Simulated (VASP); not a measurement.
Output of a VASP run:

File OUTCAR:
```
 ion  position               nearest neighbor table
   1  0.750  0.250  0.500-   2 2.28   2 2.28   2 2.28   2 2.28   2 2.82   2 2.82   2 2.82   2 2.82
  LATTYP: Found a body centered tetragonal cell.
 ALAT       =     4.4133433612
 C/A-ratio  =     0.5322648021
 Subroutine PRICEL returns:
 Original cell was already a primitive cell.
 Subroutine GETGRP returns: Found 16 space group operations
The static configuration has the point symmetry D_2d.
 The point group associated with its full space group is D_4h.
The dynamic configuration has the point symmetry D_2d.
The overall configuration has the point symmetry D_2d.
 Subroutine INISYM returns: Found 16 space group operations
 Subroutine IBZKPT returns following result:
 Found    550 irreducible k-points:

 Following reciprocal coordinates:
            Coordinates               Weight
  0.000000  0.000000  0.000000      1.000000
  0.052632 -0.000000  0.000000      8.000000
  0.105263 -0.000000  0.000000      8.000000
  0.157895 -0.000000  0.000000      8.000000
  0.210526  0.000000 -0.000000      8.000000
  0.263158 -0.000000  0.000000      8.000000
  0.315789 -0.000000  0.000000      8.000000
  0.368421  0.000000  0.000000      8.000000
  0.421053  0.000000 -0.000000      8.000000
  0.473684 -0.000000  0.000000      8.000000
  0.052632  0.052632  0.000000      8.000000
  0.105263  0.052632  0.000000     16.000000
  0.157895  0.052632  0.000000     16.000000
  0.210526  0.052632  0.000000     16.000000
  0.263158  0.052632  0.000000     16.000000
  0.315789  0.052632  0.000000     16.000000
  0.368421  0.052632  0.000000     16.000000
  0.421053  0.052632  0.000000     16.000000
  0.473684  0.052632  0.000000     16.000000
 -0.473684  0.052632  0.000000     16.000000
 -0.421053  0.052632  0.000000     16.000000
 -0.368421  0.052632  0.000000     16.000000
 -0.315789  0.052632 -0.000000     16.000000
 -0.263158  0.052632 -0.000000     16.000000
 -0.210526  0.052632  0.000000     16.000000
 -0.157895  0.052632 -0.000000     16.000000
 -0.105263  0.052632  0.000000     16.000000
 -0.052632  0.052632  0.000000      4.000000
  0.105263  0.105263  0.000000      8.000000
  0.157895  0.105263  0.000000     16.000000
  0.210526  0.105263  0.000000     16.000000
  0.263158  0.105263  0.000000     16.000000
  0.315789  0.105263  0.000000     16.000000
  0.368421  0.105263  0.000000     16.000000
  0.421053  0.105263  0.000000     16.000000
  0.473684  0.105263  0.000000     16.000000
 -0.473684  0.105263  0.000000     16.000000
 -0.421053  0.105263  0.000000     16.000000
 -0.368421  0.105263  0.000000     16.000000
 -0.315789  0.105263 -0.000000     16.000000
   k-points           NKPTS =    550   k-points in BZ     NKDIM =    550   number of bands    NBANDS=     15
   number of dos      NEDOS =    601   number of ions     NIONS =      2
   total plane-waves  NPLWV =  13824
   dimension x,y,z NGX =    24 NGY =   24 NGZ =   24
   dimension x,y,z NGXF=    48 NGYF=   48 NGZF=   48
   ions per type =               2
   PREC   = accura    normal or accurate (medium, high low for compatibility)
   ISTART =      0    job   : 0-new  1-cont  2-samecut
   ICHARG =      2    charge: 1-file 2-atom 10-const
   ISPIN  =      2    spin polarized calculation?
   LNONCOLLINEAR =      F non collinear calculations
   LSORBIT =      F    spin-orbit coupling
   INIWAV =      1    electr: 0-lowe 1-rand  2-diag
   ENCUT  =  400.0 eV  29.40 Ry    5.42 a.u.   5.44  5.44  5.44*2*pi/ulx,y,z
   NELM   =    100;   NELMIN=  2; NELMDL= -5     # of ELM steps
   EDIFF  = 0.1E-06   stopping-criterion for ELM
   LREAL  =      F    real-space projection
   NLSPLINE    = F    spline interpolate recip. space projectors
   LMAXMIX     =    4 max onsite mixed and CHGCAR
   VOSKOWN=      0    Vosko Wilk Nusair interpolation
   EDIFFG = 0.1E-05   stopping-criterion for IOM
   NSW    =      0    number of steps for IOM
...
```

File OSZICAR:
```
       N       E                     dE             d eps       ncg     rms          rms(c)
DAV:   1     0.731519525265E+02    0.73152E+02   -0.66395E+03 34053   0.124E+03
DAV:   2    -0.142402878447E+02   -0.87392E+02   -0.80619E+02 33196   0.239E+02
DAV:   3    -0.162536249186E+02   -0.20133E+01   -0.19668E+01 38117   0.513E+01
DAV:   4    -0.162905977947E+02   -0.36973E-01   -0.36950E-01 47831   0.521E+00
DAV:   5    -0.162908421087E+02   -0.24431E-03   -0.24340E-03 39939   0.418E-01    0.143E+01
DAV:   6    -0.147027409005E+02    0.15881E+01   -0.14500E+01 34211   0.735E+01    0.752E+00
DAV:   7    -0.143220600102E+02    0.38068E+00   -0.18664E+00 35744   0.264E+01    0.388E+00
DAV:   8    -0.143119927789E+02    0.10067E-01   -0.20273E-02 44675   0.164E+00    0.203E+00
DAV:   9    -0.142960778915E+02    0.15915E-01   -0.63239E-03 48854   0.121E+00    0.671E-01
DAV:  10    -0.142968963365E+02   -0.81844E-03   -0.14910E-03 42008   0.578E-01    0.113E-01
DAV:  11    -0.142967598258E+02    0.13651E-03   -0.82943E-05 44390   0.126E-01    0.377E-02
DAV:  12    -0.142967723134E+02   -0.12488E-04   -0.40371E-06 36975   0.272E-02    0.218E-02
DAV:  13    -0.142967783394E+02   -0.60260E-05   -0.13913E-06 43570   0.140E-02    0.391E-03
DAV:  14    -0.142967803881E+02   -0.20487E-05   -0.20361E-07 31991   0.642E-03    0.137E-03
DAV:  15    -0.142967815935E+02   -0.12054E-05   -0.21586E-08 18474   0.242E-03    0.661E-04
DAV:  16    -0.142967815316E+02    0.61948E-07   -0.58707E-09 18054   0.105E-03
   1 F= -.14296782E+02 E0= -.14296782E+02  d E =0.000000E+00  mag=     3.4708
```

### OUTCAR
```
------------------------ aborting loop because EDIFF is reached ----------------------------------------
  FORCE on cell =-STRESS in cart. coord.  units (eV):
  Direction    XX          YY          ZZ          XY          YZ          ZX
  --------------------------------------------------------------------------------------
  Total       -0.0054424     -0.0054424     -0.0258768      0.0000000     -0.0000000      0.0000000
  in kB       -0.3811541     -0.3811541     -1.8122589      0.0000000     -0.0000000      0.0000000
  external PRESSURE =      -0.8581890 kB  Pullay stress =       0.0000000 kB
  volume of cell :       22.88
      direct lattice vectors                 reciprocal lattice vectors
    -2.206671681  2.206671681  1.174533665     0.000000000  0.226585588  0.425700867
     2.206671681 -2.206671681  1.174533665     0.226585588  0.000000000  0.425700867
     2.206671681  2.206671681 -1.174533665     0.226585588  0.226585588  0.000000000
 POSITION                                       TOTAL-FORCE (eV/Angst)
 -----------------------------------------------------------------------------------
     -0.00000      2.20667      0.58727         0.000000     -0.000000      0.000000
      0.00000      0.00000      0.00000        -0.000000      0.000000     -0.000000
 -----------------------------------------------------------------------------------
    total drift:                                0.000000      0.000000     -0.000000
  FREE ENERGIE OF THE ION-ELECTRON SYSTEM (eV)
  ---------------------------------------------------
  free  energy   TOTEN  =       -14.2967815316 eV

  energy  without entropy=      -14.2967815316  energy(sigma->0) =      -14.29678153

 total charge

# of ion       s       p       d       tot
------------------------------------------
    1        0.509   0.485   7.296   8.290
    2        0.509   0.485   7.296   8.290
--------------------------------------------------
tot          1.018   0.971  14.592  16.581

 magnetization (x)

# of ion       s       p       d       tot
------------------------------------------
    1       -0.003  -0.018   1.755   1.734
    2       -0.003  -0.018   1.755   1.734
--------------------------------------------------
tot         -0.007  -0.037   3.511   3.468
```
(Selected blocks of OUTCAR.)

### POSCAR
```
Co
1
   -2.2066716806     2.2066716806     1.1745336654
    2.2066716806    -2.2066716806     1.1745336654
    2.2066716806     2.2066716806    -1.1745336654
Co
2
Direct
  0.7500000000   0.2500000000   0.5000000000
  0.0000000000   0.0000000000   0.0000000000
```

**Question.** Reconstruct the remaining input files.

**Answer.** Several could match; the one computed here: the input of the run itself, PBEsol GGA, plane waves, VASP's PBE PAW potentials (set 64).

KPOINTS:
```
Regular mesh
0
Gamma
  19 19 19
0 0 0
```

INCAR:
```
SYSTEM = Co
PREC = Accurate; ENCUT = 400; LREAL = .FALSE.
LASPH = .TRUE.
EDIFF = 1E-7; NELM = 100; ALGO = Normal
LMAXMIX = 4
ISMEAR = -5
GGA = PS
MAGMOM = 1.7 1.7
ISPIN = 2
ISIF = 2
LWAVE = .FALSE.; LCHARG = .TRUE.; LORBIT = 11
NEDOS = 601
```

POTCAR, in this order: Co (PBE.64 set). Program: vasp_std.

For a metal the tetrahedron method with Blöchl corrections gives inexact stress and forces.

The structure was generated: Co was put into the beta-Sn type (I4_1/amd), which need not be its known phase. It was relaxed first.
